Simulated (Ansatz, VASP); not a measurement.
## Cross-check of W (Tungsten) between VASP and Ansatz

One calculation is typed for both programs; each brings its own data sets and cutoff. How far apart do they land? The cell is taken from a series of VASP runs on this material, whose earlier steps may have relaxed, scaled or displaced it; both programs get it as it stands.

Calculated with Ansatz 0.2.0; plane waves, with VASP 6.6.1 beside it; relaxation of cell and atoms at PBEsol, spin-orbit coupling.

## 1. Starting point

Symmetry: Im-3m, No. 229, cubic system. Conventional cell: a = 3.144 Å, b = 3.144 Å, c = 3.144 Å, α = 90.00°, β = 90.00°, γ = 90.00°. W has 8 W at 2.72 Å nearest.

Structure file:

```
W
1.0
    -1.57192    1.57192    1.57192
     1.57192   -1.57192    1.57192
     1.57192    1.57192   -1.57192
W
1
Direct
  0.00000 0.00000 0.00000
```

## 2. VASP: relaxation of cell and atoms, PBEsol, spin-orbit coupling

The relaxed volume is the usual yardstick between codes: its relative difference is about their pressure difference at one cell divided by the bulk modulus.

Lines of VASP's logs that name or quote its potential files are left out, and so is its time.

File INCAR:

```
SYSTEM = W
PREC = Accurate
ENCUT = 450
EDIFF = 1E-06
NELM = 100
ISMEAR = 1
SIGMA = 0.15
LREAL = .FALSE.
ALGO = Normal
GGA = PS
LNONCOLLINEAR = .TRUE.
MAGMOM = 0 0 0
NBANDS = 18
GGA_COMPAT = .FALSE.
LASPH = .TRUE.
LSORBIT = .TRUE.
LMAXMIX = 4
LORBIT = 11
LWAVE = .FALSE.
LCHARG = .FALSE.
KPAR = 8
IBRION = 2
NSW = 50
ISIF = 3
EDIFFG = -0.006
```

File POSCAR:

```
W
1.0
   -1.5719193875      1.5719193875      1.5719193875
    1.5719193875     -1.5719193875      1.5719193875
    1.5719193875      1.5719193875     -1.5719193875
W
1
Direct
    0.0000000000      0.0000000000      0.0000000000
```

File KPOINTS:

```
Automatic mesh
0
Gamma
16 16 16
0 0 0
```

The projector-augmented-wave data sets are W (PBE family, release 64).

Run with:

```
mpirun -np 8 vasp_ncl
```

Numbers of over 12 decimals in the logs are rounded to 6 here.

What it wrote:

```text
[banner, memory and clock lines left out]
running    8 mpi-ranks, on    1 nodes
 distrk:  each k-point on    1 cores,    8 groups
 distr:  one band on    1 cores,    1 groups

 POSCAR found type information on POSCAR W
 POSCAR found :  1 types and       1 ions
|                                                                             |
|           W    W    AA    RRRRR   N    N  II  N    N   GGGG   !!!           |
|           W    W   A  A   R    R  NN   N  II  NN   N  G    G  !!!           |
|           W    W  A    A  R    R  N N  N  II  N N  N  G       !!!           |
|           W WW W  AAAAAA  RRRRR   N  N N  II  N  N N  G  GGG   !            |
|           WW  WW  A    A  R   R   N   NN  II  N   NN  G    G                |
|           W    W  A    A  R    R  N    N  II  N    N   GGGG   !!!           |
|                                                                             |
|     For optimal performance we recommend to set                             |
|       NCORE = 2 up to number-of-cores-per-socket                            |
|     NCORE specifies how many cores store one orbital (NPAR=cpu/NCORE).      |
|     This setting can greatly improve the performance of VASP for DFT.       |
|     The default, NCORE=1 might be grossly inefficient on modern             |
|     multi-core architectures or massively parallel machines. Do your        |
|     Unfortunately you need to use the default for GW and RPA                |
|     calculations (for HF NCORE is supported but not extensively tested      |
|     yet).                                                                   |
|                                                                             |

|                                                                             |
|               ----> ADVICE to this user running VASP <----                  |
|                                                                             |
|     You enforced a specific xc type in the INCAR file but a different       |
|     [... a line on the potential file left out ...]
|     I HOPE YOU KNOW WHAT YOU ARE DOING!                                     |
|                                                                             |

 LDA part: xc-table for (Slater+PW92), standard interpolation
 POSCAR, INCAR and KPOINTS ok, starting setup
 FFT: planning ... GRIDC
 FFT: planning ... GRID_SOFT
 FFT: planning ... GRID
 WAVECAR not read
 entering main loop
       N       E                     dE             d eps       ncg     rms          rms(c)
DAV:   1     0.126839572446E+02    0.12684E+02   -0.23552E+03  5228   0.518E+02
DAV:   2    -0.139752831905E+02   -0.26659E+02   -0.24227E+02  6042   0.158E+02
DAV:   3    -0.148102280009E+02   -0.83494E+00   -0.82046E+00  6400   0.225E+01
DAV:   4    -0.148137962897E+02   -0.35683E-02   -0.35667E-02  5854   0.159E+00
DAV:   5    -0.148138115887E+02   -0.15299E-04   -0.15298E-04  6050   0.103E-01    0.219E+01
DAV:   6    -0.143151740832E+02    0.49864E+00   -0.20699E-01  5790   0.384E+00    0.109E+01
DAV:   7    -0.141151377191E+02    0.20004E+00   -0.21887E-01  6016   0.389E+00    0.300E+00
DAV:   8    -0.141133633438E+02    0.17744E-02   -0.30930E-03  5804   0.494E-01    0.259E-01
DAV:   9    -0.141123523606E+02    0.10110E-02   -0.27658E-04  5910   0.110E-01    0.136E-01
DAV:  10    -0.141121514499E+02    0.20091E-03   -0.18774E-04  5874   0.792E-02    0.292E-02
DAV:  11    -0.141121524979E+02   -0.10480E-05   -0.18387E-06  5980   0.117E-02    0.137E-02
DAV:  12    -0.141121526339E+02   -0.13599E-06   -0.71512E-07  4666   0.639E-03
   1 F= -.14112153E+02 E0= -.14111719E+02  d E =-.141122E+02  mag=    -0.0000     0.0000    -0.0000
 curvature:   0.00 expect dE= 0.000E+00 dE for cont linesearch  0.000E+00
 trial: gam= 0.00000 g(F)=  0.202E-64 g(S)=  0.520E-05 ort = 0.000E+00 (trialstep = 0.100E+01)
 search vector abs. value=  0.520E-05
 reached required accuracy - stopping structural energy minimisation
```

From OUTCAR (step 2):

```text
ion  position               nearest neighbor table
   1  0.000  0.000  0.000-

  LATTYP: Found a body centered cubic cell.
 ALAT       =     3.1438387750

 Subroutine GETGRP returns: Found 48 space group operations
 (whereof 48 operations were pure point group operations)

The static configuration has the point symmetry O_h .

 Found    145 irreducible k-points:

   k-points           NKPTS =    145   k-points in BZ     NKDIM =    145   number of bands    NBANDS=     18

   dimension x,y,z NGX =    20 NGY =   20 NGZ =   20
   dimension x,y,z NGXF=    40 NGYF=   40 NGZF=   40

   ENCUT  =  450.0 eV  33.07 Ry    5.75 a.u.   4.71  4.71  4.71*2*pi/ulx,y,z

   NELECT =       6.0000    total number of electrons

 k-points in reciprocal lattice and weights: Automatic mesh
   0.00000000  0.00000000  0.00000000       0.000
   0.06250000  0.00000000  0.00000000       0.003
   0.12500000  0.00000000  0.00000000       0.003
   0.18750000  0.00000000  0.00000000       0.003
   0.25000000  0.00000000  0.00000000       0.003
   0.31250000  0.00000000  0.00000000       0.003
   0.37500000  0.00000000  0.00000000       0.003
   0.43750000  0.00000000  0.00000000       0.003
   0.50000000  0.00000000  0.00000000       0.001
[...]
0.50000000  0.50000000  0.43750000       0.003
   0.50000000  0.50000000  0.50000000       0.000

 average (electrostatic) potential at core
       1 -37.3969

 E-fermi :   7.9434

 k-point     1 :       0.0000    0.0000    0.0000
  band No.  band energies     occupation
    ...
      4       6.4066      1.00000
      5       6.4066      1.00000
      6       6.4066      1.00000
      7       6.9111      1.00000
      8       6.9111      1.00000
      9      10.1937     -0.00000
     10      10.1937     -0.00000
     11      10.1937     -0.00000
     12      10.1937     -0.00000
     13      23.2107      0.00000
    ...

 k-point     2 :       0.0625    0.0000    0.0000
  band No.  band energies     occupation
    ...
      4       6.3385      1.00000
      5       6.4633      1.00000
      6       6.4633      1.00000
      7       6.9665      1.00000
      8       6.9665      1.00000
      9      10.0074     -0.00000
     10      10.0074     -0.00000
     11      10.1985     -0.00000
     12      10.1985     -0.00000
     13      23.3750      0.00000
    ...

 k-point     3 :       0.1250    0.0000    0.0000
  band No.  band energies     occupation
    ...
      4       6.0903      1.00000
      5       6.3949      1.00000
      6       6.3949      1.00000
      7       7.4015      1.00000
      8       7.4015      1.00000
      9       9.6409     -0.00000
     10       9.6409     -0.00000
     11      10.2248     -0.00000
     12      10.2248     -0.00000
     13      23.7543      0.00000
    ...

  Total        0.0059964      0.0059964      0.0059964      0.0000000      0.0000000     -0.0000000
  in kB        0.6183742      0.6183742      0.6183742      0.0000000      0.0000000     -0.0000000
  external PRESSURE =       0.6183742 kB  Pullay stress =       0.0000000 kB

  energy-cutoff  :      450.00
  volume of cell :       15.54
      direct lattice vectors                 reciprocal lattice vectors
    -1.571919387  1.571919387  1.571919387     0.000000000  0.318082469  0.318082469
     1.571919387 -1.571919387  1.571919387     0.318082469  0.000000000  0.318082469
     1.571919387  1.571919387 -1.571919387     0.318082469  0.318082469  0.000000000

 POSITION                                       TOTAL-FORCE (eV/Angst)
 -----------------------------------------------------------------------------------
      0.00000      0.00000      0.00000         0.000000     -0.000000     -0.000000
 -----------------------------------------------------------------------------------
    total drift:                                0.000000     -0.000000     -0.000000

  FREE ENERGIE OF THE ION-ELECTRON SYSTEM (eV)
  ---------------------------------------------------
  free  energy   TOTEN  =       -14.1121526339 eV

  energy  without entropy=      -14.1108517429  energy(sigma->0) =      -14.11171900

 reached required accuracy - stopping structural energy minimisation

 Spin-Orbit-Coupling matrix elements
 Ion:    1  E_soc:     -0.4528507

 total charge
# of ion       s       p       d       tot
------------------------------------------
    1        0.680   0.748   4.210   5.638

 magnetization (x)
# of ion       s       p       d       tot
------------------------------------------
    1       -0.000   0.000   0.000  -0.000

 magnetization (y)
# of ion       s       p       d       tot
------------------------------------------
    1       -0.000   0.000   0.000  -0.000

 magnetization (z)
# of ion       s       p       d       tot
------------------------------------------
    1        0.000  -0.000  -0.000   0.000

[... 3 further parts left out ...]
```

[end of part 1 of 2]

[Lines on the potential files, build, host, timing and source positions are cut from VASP's logs without a mark.]

[Logs are printed without paths, hosts, clocks, repeated set-up lines and the standing remarks that a program may print on its own settings, such as how far it seeks lower states.]

[Hosts, paths, dates, database ids (printed as entryN), source tags and the programs' standing remarks are cut or masked in the printed files.]
